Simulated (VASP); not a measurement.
Energy against volume of Cu2O (cuprite). Calculation: MS2 meta-GGA, VASP's PBE PAW potentials (set 64) (plane waves; VASP 6.6.1). Run with 520 eV cut-off, 5×5×5 Γ-centred mesh, Gaussian smearing of 0.050 eV, potentials Cu O.

```csv
V (Å³/atom),E (eV/atom)
12.019,-6.41567
12.403,-6.43459
12.786,-6.44162
13.170,-6.43869
```

**Question.** Fit these four points and predict the energy of the run at 13.554 Å³/atom.

**Answer.** A cubic in V^(−2/3), the third-order Birch-Murnaghan form, passes through the four points with V0 = 12.86 Å³/atom and B0 = 135 GPa, and gives -6.4274 eV/atom there. The run gave -6.4264 eV/atom, +0.9 meV/atom from the fit; all five points give B0 = 140 GPa.

The compound is Cu2O in the cuprite structure. It was relaxed first.
